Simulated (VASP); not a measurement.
Energy against volume of Ge (diamond). Calculation: PBE GGA with D3 dispersion (zero damping), VASP's PBE PAW potentials (set 64) (plane waves; VASP). Settings: 520 eV cut-off, 11×11×11 Γ-centred mesh, first-order Methfessel-Paxton smearing of 0.10 eV, potentials Ge_d.

```json
[
 {"V (Å³/atom)": "22.855", "E (eV/atom)": "-4.67812"},
 {"V (Å³/atom)": "23.562", "E (eV/atom)": "-4.68278"},
 {"V (Å³/atom)": "24.269", "E (eV/atom)": "-4.67940"},
 {"V (Å³/atom)": "24.976", "E (eV/atom)": "-4.66935"}
]
```

Question: Fit these four points and predict the energy of the run at 22.148 Å³/atom.

Answer: A cubic in V^(−2/3), the third-order Birch-Murnaghan form, passes through the four points with V0 = 23.60 Å³/atom and B0 = 60 GPa, and gives -4.6638 eV/atom there. The run gave -4.6639 eV/atom, -0.1 meV/atom from the fit; all five points give B0 = 60 GPa.

The compound is Ge in the diamond structure. It was relaxed first.
